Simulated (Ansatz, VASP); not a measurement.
**HfHF3: VASP beside Ansatz**

```
Hf H F
1.0
     3.72207    0.00000    0.00000
     0.00000    3.72207    0.00000
     0.00000    0.00000    4.18307
Hf H F
1 1 3
Cartesian
  1.8610 1.8610 2.0915
  0.0000 0.0000 0.0000
  0.0000 0.0000 2.0915
  0.0000 1.8610 0.0000
  1.8610 0.0000 0.0000
```

Change from the starting cell: species swapped into the KCrF3 type (P4/mmm, No. 123).

Alike in both runs: task relaxation of cell and atoms; functional PBE; k mesh 6 × 6 × 4; occupations gaussian, width 0.1 eV; no spin polarisation.

|  | VASP | Ansatz |
| --- | --- | --- |
| version | VASP 6.6.1 | Ansatz 0.2.0 |
| potentials or method | VASP PAW PBE potentials, release 64 (Hf_pv, H, F) | scalar-relativistic, plane waves, PAW |
| plane-wave cutoff (eV) | 600 | 420 |
| valence electrons in the cell | 32 | 48 |

VASP gave:

| Quantity | Value |
| --- | --- |
| gap on the k mesh at the Fermi level, each at its own relaxed structure (eV) | none |
| relaxed volume (Å³/atom) | 9.15 |
| relaxed cell length with the largest relative difference (Å) | 3.942 |
| energy change over the relaxation (meV/atom) | -172 |

**Question.** Estimate Ansatz's values.

**Answer.** gap on the k mesh at the Fermi level, each at its own relaxed structure (eV): none; relaxed volume (Å³/atom): 9.33; relaxed cell length with the largest relative difference (Å): 3.981; energy change over the relaxation (meV/atom): -151.

A gap of «none» marks a metal or a gap that the smearing closes. The two sets of potentials don't hold the same shells in valence.

Caveats: the k mesh is coarse (spacing up to 0.38 Å⁻¹), so the values aren't converged; the volume moved by over 15 % at a fixed basis, so the end points are rough (VASP). Spin-orbit coupling is left out, which matters for the levels of Hf.
